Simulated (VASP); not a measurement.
VASP runs on Co (a trial cell in the simple-cubic structure, space group Pm-3m) share one base input (PBE GGA, plane waves, VASP's PBE PAW potentials (set 64)) and change the settings named in each case.

**POSCAR**
```
Co
1
    2.3170220000     0.0000000000     0.0000000000
    0.0000000000     2.3170220000     0.0000000000
    0.0000000000     0.0000000000     2.3170220000
Co
1
Direct
  0.0000000000   0.0000000000   0.0000000000
```

KPOINTS:
```
Automatic mesh
0
Gamma
14 14 14
0 0 0
```

**INCAR**
```
# general
SYSTEM =Co
PREC   =Accurate
ENCUT  =400
LREAL  =.False.
LASPH  =.True.

# electronic loop
EDIFF  =1E-6
NELM   =100
ALGO   =Normal
LMAXMIX=4

# smearing
ISMEAR =1
SIGMA  =0.1

# functional
GGA    =PE

# spin
ISPIN  =2
MAGMOM =3.0

# ions
ISIF   =2

# output
LWAVE  =.False.
LCHARG =.False.
LORBIT =10
```

POTCAR, in this order: Co (PBE.64 set). Program: vasp_std.

```json
[
 {"change": "base run", "E(σ→0) (eV/atom)": "-6.2648", "pressure (GPa)": "3.38", "moment (μB)": "1.86", "−TS (eV)": "-0.0008"},
 {"change": "ISPIN = 1, the spin start removed", "E(σ→0) (eV/atom)": "-5.9916", "pressure (GPa)": "-8.88", "moment (μB)": "-", "−TS (eV)": "-0.0002"},
 {"change": "MAGMOM = 0", "E(σ→0) (eV/atom)": "-5.9916", "pressure (GPa)": "-8.88", "moment (μB)": "0.00", "−TS (eV)": "-0.0002"},
 {"change": "MAGMOM = 0.6", "E(σ→0) (eV/atom)": "-6.2648", "pressure (GPa)": "3.49", "moment (μB)": "1.85", "−TS (eV)": "-0.0008"},
 {"change": "MAGMOM = 5.0", "E(σ→0) (eV/atom)": "-6.2648", "pressure (GPa)": "3.39", "moment (μB)": "1.86", "−TS (eV)": "-0.0008"},
 {"change": "NUPDOWN = 0", "E(σ→0) (eV/atom)": "-5.9916", "pressure (GPa)": "-8.91", "moment (μB)": "0.00", "−TS (eV)": "-0.0002"},
 {"change": "NUPDOWN = 1", "E(σ→0) (eV/atom)": "-6.1314", "pressure (GPa)": "-5.08", "moment (μB)": "1.00", "−TS (eV)": "-0.0004"},
 {"change": "NUPDOWN = 2", "E(σ→0) (eV/atom)": "-6.2460", "pressure (GPa)": "5.30", "moment (μB)": "2.00", "−TS (eV)": "-0.0011"},
 {"change": "NUPDOWN = 3", "E(σ→0) (eV/atom)": "-4.7707", "pressure (GPa)": "32.33", "moment (μB)": "3.00", "−TS (eV)": "0.0001"}
]
```

Left out are runs that ran out of time, are held back, or changed the cell or the kind of run, fixed moments of cells without a moment, rows past the twelfth, gaps on odd meshes, pressures of charged cells and columns that move by less than the noise.

The structure was generated: Co was put into the simple-cubic type (Pm-3m), which need not be its known phase. The cell was not relaxed at this level.
